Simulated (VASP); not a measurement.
A VASP calculation is set up with these files.

### KPOINTS
```
Automatic mesh
0
Gamma
4 4 4
0 0 0
```

**POSCAR**
```
NaHgF3
1
    4.1270380000     0.0000000000     0.0000000000
    0.0000000000     4.1270380000     0.0000000000
    0.0000000000     0.0000000000     4.1270380000
Na Hg F
1 1 3
Direct
  0.0000000000   0.0000000000   0.0000000000
  0.5000000000   0.5000000000   0.5000000000
  0.0000000000   0.5000000000   0.5000000000
  0.5000000000   0.5000000000   0.0000000000
  0.5000000000   0.0000000000   0.5000000000
```

INCAR:
```
SYSTEM = NaHgF3
PREC = Accurate
ENCUT = 520
EDIFF = 1E-6
NELM = 100
ALGO = Normal
LREAL = .FALSE.
LASPH = .TRUE.
ISMEAR = 0
SIGMA = 0.05
GGA = PE
LMAXMIX = 6
LWAVE = .FALSE.
LCHARG = .FALSE.
ISIF = 2
LSORBIT = .TRUE.
MAGMOM = 0 0 0 0 0 0 0 0 0 0 0 0 0 0 0
GGA_COMPAT = .FALSE.
```

POTCAR, in this order: Na_pv Hg F (PBE.64 set). Program: vasp_std.

Output of the run:

**standard output**
```
 POSCAR found type information on POSCAR NaHgF
 POSCAR found :  3 types and       5 ions
 Reading from existing POTCAR

 -----------------------------------------------------------------------------
|                                                                             |
|     EEEEEEE  RRRRRR   RRRRRR   OOOOOOO  RRRRRR      ###     ###     ###     |
|     E        R     R  R     R  O     O  R     R     ###     ###     ###     |
|     E        R     R  R     R  O     O  R     R     ###     ###     ###     |
|     EEEEE    RRRRRR   RRRRRR   O     O  RRRRRR       #       #       #      |
|     E        R   R    R   R    O     O  R   R                               |
|     E        R    R   R    R   O     O  R    R      ###     ###     ###     |
|     EEEEEEE  R     R  R     R  OOOOOOO  R     R     ###     ###     ###     |
|                                                                             |
|     ERROR: Noncollinear calculations require that VASP is compiled          |
|     without the flag -DNGXhalf and-DNGZhalf.                                |
|     You probably tried to run a noncollinear calculation                    |
|     (LNONCOLLINEAR=T) with the executable vasp_std. Use vasp_ncl            |
|     instead!                                                                |
|                                                                             |
|       ---->  I REFUSE TO CONTINUE WITH THIS SICK JOB ... BYE!!! <----       |
|                                                                             |
 -----------------------------------------------------------------------------
```

Task: Read the log: what went wrong, and how is it fixed?

Result: The cause: LSORBIT needs the non-collinear program vasp_ncl. VASP stops with an error: ERROR: Noncollinear calculations require that VASP is compiled without the flag -DNGXhalf and-DNGZhalf. You probably tried to run a noncollinear calculation (LNONCOLLINEAR=T) with the executable vasp_std. Use vasp_ncl instead! ----> I REFUSE TO CONTINUE WITH THIS SICK JOB ... BYE!!! <---- To mend it, run vasp_ncl.

The mended run (PBE GGA with spin-orbit coupling, plane waves, VASP's PBE PAW potentials (set 64)) converges, and its OSZICAR ends with
```
   1 F= -.13902445E+02 E0= -.13901453E+02  d E =-.198472E-02  mag=    -0.0000     0.0000     0.0000
```

The structure was generated: NaHgF3 was put into the cubic-perovskite type (Pm-3m), which need not be its known phase. The cell was not relaxed at this level.
